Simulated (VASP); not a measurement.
Here is the system:

```xyz
5
Lattice="3.8604 0.0000 0.0000 0.0000 3.8604 0.0000 0.0000 0.0000 3.9226" Properties=species:S:1:pos:R:3 pbc="T T T"
Ba     3.8604     0.0000     0.0016
Ti     1.9302     1.9302     2.0177
O      1.9302     1.9302     3.8345
O      3.8604     1.9302     1.9057
O      1.9302     0.0000     1.9057
```

Calculation: LDA (Ceperley-Alder, Perdew-Zunger), VASP's LDA PAW potentials (set 64) (plane waves; VASP). Settings: 520 eV cut-off, 6×6×6 Γ-centred mesh, Gaussian smearing of 0.050 eV, potentials Ba_sv Ti_sv O.

Problem. The ions and cell shape at fixed volume are relaxed. Give the cell that the relaxation ends in.

Solution. 
```xyz
5
Lattice="3.8815 0.0000 0.0000 0.0000 3.8815 0.0000 0.0000 0.0000 3.8800" Properties=species:S:1:pos:R:3 pbc="T T T"
Ba     3.8815     0.0000     3.8545
Ti     1.9408     1.9408     1.9183
O      1.9408     1.9408     3.8492
O      0.0000     1.9408     1.9092
O      1.9408     3.8815     1.9092
```
Space group Pm-3m (221), at a tolerance of 0.03 Å.

Problem. How much energy does the relaxation gain?

Solution. The energy (σ→0) changes by -5.2 meV/atom, in 12 ionic steps.

```tsv
step	E(σ→0) (eV)	max force (eV/Å)	pressure (GPa)	volume (Å³)
1	-44.0130	0.570	13.40	58.46
2	-44.0275	0.119	12.46	58.46
3	-44.0283	0.124	12.23	58.46
4	-44.0346	0.109	12.02	58.46
5	-44.0352	0.103	11.96	58.46
6	-44.0373	0.068	11.92	58.46
7	-44.0379	0.087	11.89	58.46
8	-44.0385	0.030	11.83	58.46
9	-44.0385	0.023	11.82	58.46
10	-44.0387	0.017	11.80	58.46
11	-44.0387	0.019	11.79	58.46
12	-44.0388	0.008	11.79	58.46
```

The compound is BaTiO3 in the tetragonal perovskite structure. This cell is one point of a volume scan, at 0.94 of the reference volume. Symmetry was kept, so distortions that lower it aren't found.
